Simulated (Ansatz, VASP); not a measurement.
# Cross-check of Cu4F (F/Cu(111)) between VASP and Ansatz, part 2 of 2

One calculation is typed for both programs; each brings its own data sets. How far apart do they land? Of the first pair: The structure shown is the start of the Ansatz relaxation below; VASP solves that cell, so the two are compared at the walk's first step.

VASP 6.6.1 and Ansatz 0.2.0.

So far: The structure; Ansatz: relaxation, PBE; VASP: single point, PBE, start cell, pair 1.

### 4. Side by side

Known differences besides the potentials themselves: the data sets hold 83 valence electrons in Ansatz (on its default PAW (the set named soft_2) files) and 51 in VASP; the cutoff is 420 eV in Ansatz and 520 eV in VASP. Total energies have different zeros and are not compared.

Forces (eV/Å; atoms numbered as in POSCAR):

```csv
atom,"Ansatz x, y, z","VASP x, y, z"
Cu1,"0.000, 0.000, -0.039","0.000, 0.000, -0.058"
Cu2,"0.000, 0.000, -0.009","0.000, 0.000, -0.012"
Cu3,"0.000, 0.000, 0.135","0.000, 0.000, 0.130"
Cu4,"0.000, 0.000, -1.164","0.000, 0.000, -1.227"
F5,"0.000, 0.000, 1.077","0.000, 0.000, 1.167"
```

The forces differ by 29 meV/Å r.m.s., which is 6.5 % of the r.m.s. force of 0.439 eV/Å (both taken over all components). With vacuum in the cell, a pressure given here is an average over mostly empty space and none of the material.

### 5. What the set-up changes

Further runs change the set-up of one program: Ansatz's method, potentials or start, or VASP's data sets, cutoff or form of LDA. The table gives that difference for each run.

```csv
run,r.m.s. force difference (meV/Å)
as above,29
VASP with the data sets Cu_sv_GW and F and a cutoff of 610 eV,23
```

### 6. Ansatz: relaxation, PBE

This run makes the geometry at which the two programs are then compared.

The structure compared here is the end of the Ansatz relaxation.

input.yaml

```yaml
crystal:
  lattice:
    - [2.5526554801, 0.0, 0.0]
    - [1.27632774, 2.2106644929, 0.0]
    - [0.0, 0.0, 25.5245619869]
  atoms:
    - { symbol: Cu, position: [0.0, 0.0, 0.3526015453] }
    - { symbol: Cu, position: [0.3333333333, 0.3333333333, 0.4342575782] }
    - { symbol: Cu, position: [0.6666666667, 0.6666666667, 0.515913611] }
    - { symbol: Cu, position: [0.0, 0.0, 0.5975696439] }
    - { symbol: F, position: [0.3333333333, 0.3333333333, 0.6473984547] }
kpoints:
  mp_grid: { grid: [12, 12, 1] }
hamiltonian:
  xc: pbe
scf:
  occupations: { method: fermi_dirac, width: 0.1 }
  convergence: { dr2_threshold: 1.0e-08 }
efield:
  axis: 3
  dipole_correction: true
  ramp_position: 0.97
  ramp_width: 0.06
relax:
  f_tol: 0.02
  max_steps: 60
  constraints: [{ sites: [0, 1] }]
output:
  write_potential: true
  write_density: true
  volumetric_format: npy
```

Started as:

```bash
ansatz run input.yaml --threads 4 --pin off --max-ram 6144MiB --backend cpu --events-out ev --progress --plain --runs-dir out
```

Numbers of over 12 decimals in the logs are rounded to 6 here.

The program printed:

```text
[...]
Crystal: 5 atoms, lattice volume = 144.037 Å³
Basis set: ecut = 420 eV, 2863 PW (Γ), exchange–correlation on 36×36×360 points (8 copies of the dense FFT grid, shifted against one another)
Bands: 50, of which v1, the nominal top of the filled ones, is band 42 counted from 1 (41 counted from 0)
Symmetry: 6 space group operations
[...]
--- Relaxed structure (4 steps of the walk, 4 accepted, 0 SCFs on fresh bases) ---
  F+E_penalty+E_count = -27307.25747475 eV   max|allowed force component| = 3.979e-3 eV/Å
  atoms:
[...]
- { symbol: Cu, position: [0.333333, 0.333333, 0.434258] }
    - { symbol: Cu, position: [0.666667, 0.666667, 0.516471] }
[...]
- { symbol: F, position: [0.333333, 0.333333, 0.650076] }
[key lines of the parts left out:]
SCF converged after 7 iterations
Free energy (F): -27307.257475 eV
Fermi energy:    1.348226 eV
Dipole field:    D = -0.158502 V/Å  (p = -0.126167 e·Å, saw-weighted, corrected)
Work function:   Φ+ = 8.9281 eV   Φ− = 4.8825 eV
```

### 7. VASP: single point, PBE, relaxed cell, pair 2

The same cell, functional, mesh and smearing now go to VASP, with its own data sets.

INCAR

```
SYSTEM = Cu4F
PREC = Accurate
ENCUT = 520
EDIFF = 1E-06
NELM = 120
ISMEAR = -1
SIGMA = 0.1
LREAL = .FALSE.
ALGO = Normal
GGA = PE
NBANDS = 31
LASPH = .TRUE.
LORBIT = 11
LWAVE = .FALSE.
LCHARG = .FALSE.
ISIF = 2
LDIPOL = .TRUE.
IDIPOL = 3
DIPOL = 0.5 0.5 0.512
LVHAR = .TRUE.
GGA_COMPAT = .FALSE.
NELMDL = -8
KPAR = 2
```

POSCAR

```
Cu4F
1.0
    2.5526554801      0.0000000000      0.0000000000
    1.2763277400      2.2106644929      0.0000000000
    0.0000000000      0.0000000000     25.5245619869
Cu F
4 1
Direct
    1.0000000000      1.0000000000      0.3526015453
    0.3333333333      0.3333333333      0.4342575782
    0.6666666666      0.6666666666      0.5164710120
    1.0000000000      1.0000000000      0.5972095081
    0.3333333333      0.3333333333      0.6500758184
```

KPOINTS

```
Automatic mesh
0
Gamma
12 12 1
0 0 0
```

Potentials, in the order of the species: Cu and F (PBE family, release 64).

Started as:

```bash
mpirun -np 2 vasp_std
```

The program printed:

```text
[... set-up lines as in an earlier step ...]
 entering main loop
       N       E                     dE             d eps       ncg     rms          rms(c)
DAV:   1     0.504144613027E+03    0.50414E+03   -0.22852E+04  1178   0.205E+03
DAV:   2     0.606111663848E+02   -0.44353E+03   -0.42465E+03  1254   0.425E+02
DAV:   3    -0.157005023457E+02   -0.76312E+02   -0.71997E+02  1814   0.206E+02
DAV:   4    -0.222972777955E+02   -0.65968E+01   -0.63620E+01  1535   0.649E+01
[...]
DAV:  30    -0.177065721400E+02   -0.59635E-05   -0.72270E-07   827   0.202E-02    0.102E-03
DAV:  31    -0.177065748075E+02   -0.26676E-05   -0.43038E-07   848   0.201E-02    0.146E-03
DAV:  32    -0.177065757820E+02   -0.97444E-06   -0.39198E-07   799   0.135E-02
   1 F= -.17706576E+02 E0= -.17659531E+02  d E =-.940900E-01
```

OUTCAR, selected parts (step 7):

```text
  Total        3.4991704      3.4991704      0.2361416     -0.0000000      0.0000000      0.0000000
  in kB       38.9226439     38.9226439      2.6266955     -0.0000000      0.0000000      0.0000000
  external PRESSURE =      26.8239944 kB  Pullay stress =       0.0000000 kB

 POSITION                                       TOTAL-FORCE (eV/Angst)
 -----------------------------------------------------------------------------------
      0.00000      0.00000      9.00000        -0.000000     -0.000000     -0.055525
      1.27633      0.73689     11.08423         0.000000     -0.000000      0.037226
      2.55266      1.47378     13.18270         0.000000      0.000000     -0.003049
      0.00000      0.00000     15.24351        -0.000000     -0.000000     -0.052150
      1.27633      0.73689     16.59290        -0.000000     -0.000000      0.073498
 -----------------------------------------------------------------------------------
    total drift:                                0.000001      0.000001     -0.004858

  FREE ENERGIE OF THE ION-ELECTRON SYSTEM (eV)
  ---------------------------------------------------
  free  energy   TOTEN  =       -17.7065757820 eV

  energy  without entropy=      -17.6124857578  energy(sigma->0) =      -17.65953077

[... 2 parts as in an earlier step ...]

[... 1 further part left out ...]
[key lines of the parts left out:]
E-fermi :  -1.9069
```

### 8. Side by side

What differs besides the data sets and the points named for the pairs above, as far as they apply: the data sets hold 83 valence electrons in Ansatz (on its default PAW (the set named soft_2) files) and 51 in VASP. Total energies have different zeros and are not compared.

Compared:

```csv
quantity,Ansatz,VASP,difference
"work function, lower of the two faces (eV)",4.88,4.86,+0.03
"work function, higher of the two faces (eV)",8.93,9.02,-0.09
```

Forces (eV/Å; atoms numbered as in POSCAR):

```csv
atom,"Ansatz x, y, z","VASP x, y, z"
Cu1,"0.000, 0.000, -0.037","0.000, 0.000, -0.056"
Cu2,"0.000, 0.000, 0.039","0.000, 0.000, 0.037"
Cu3,"0.000, 0.000, 0.004","0.000, 0.000, -0.003"
Cu4,"0.000, 0.000, -0.004","0.000, 0.000, -0.052"
F5,"0.000, 0.000, -0.002","0.000, 0.000, 0.073"
```

The forces differ by 24 meV/Å r.m.s., which is 81.8 % of the r.m.s. force of 0.029 eV/Å (both taken over all components). With vacuum in the cell, a pressure given here is an average over mostly empty space and none of the material.

### 9. Results

- r.m.s. force difference (single point, PBE, start cell, pair 1): 6.5 % of the r.m.s. force
- r.m.s. force difference (single point, PBE, relaxed cell, pair 2): 24 meV/Å

**Reading.** The r.m.s. force difference is 6.5 % of the r.m.s. force (single point, PBE, start cell, pair 1), beyond the 3 % picked in this series as the mark of a large difference. The data sets hold unlike numbers of valence electrons (83 in Ansatz and 51 in VASP), so part of the differences comes from the potentials. For single point, PBE, start cell, pair 1, no further run moves any of the tabulated differences by more than a quarter of its size. What causes the difference of the single point, PBE, relaxed cell, pair 2 pair stays open here. Such differences can come from data sets, numerical settings and the points named under the comparisons, not from the functional's error against experiment.

[Lines on the potential files, build, host, timing and source positions are cut from VASP's logs without a mark.]

[Logs are printed without paths, hosts, clocks, repeated set-up lines and the standing remarks that a program may print on its own settings, such as how far it seeks lower states.]

[Hosts, paths, dates, database ids (printed as entryN), source tags and the programs' standing remarks are cut or masked in the printed files.]
